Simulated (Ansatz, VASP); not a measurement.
**One calculation of LiAlO, two programs**

```
Li Al O
1.0
     3.11775    0.00000    0.00000
     0.00000    3.11775    0.00000
     0.00000    0.00000    6.92202
Li Al O
2 2 2
Direct
  0.00000 0.00000 0.00000
  0.50000 0.50000 0.00000
  0.50000 0.00000 0.66252
  0.00000 0.50000 0.33748
  0.50000 0.00000 0.39269
  0.00000 0.50000 0.60731
```

Alike in both runs: functional PBE; k mesh 6 × 6 × 4; occupations gaussian, width 0.1 eV; no spin polarisation.

Ansatz relaxed the structure, and its values are those at the end. VASP's run is a single point on that final structure, the one shown.

|  | VASP | Ansatz |
| --- | --- | --- |
| version | VASP 6.6.1 | Ansatz 0.2.0 |
| potentials or method | VASP PAW PBE potentials, release 64 (Li_sv, Al, O) | scalar-relativistic, plane waves, PAW |
| plane-wave cutoff (eV) | 520 | 420 |
| valence electrons in the cell | 24 | 24 |

|  | VASP | Ansatz | Ansatz less VASP |
| --- | --- | --- | --- |
| gap on the k mesh at the Fermi level (eV) | 1.71 | 1.70 | -0.008 |
| least direct gap on the mesh (eV) | 2.01 | 2.01 | 0.000 |
| rms of the force components (eV/Å) | 0.003 | 0.006 | +0.0033 |

With one functional, cell and mesh, what is left measures potentials, basis and numerics.

 A k mesh can miss the band edges.
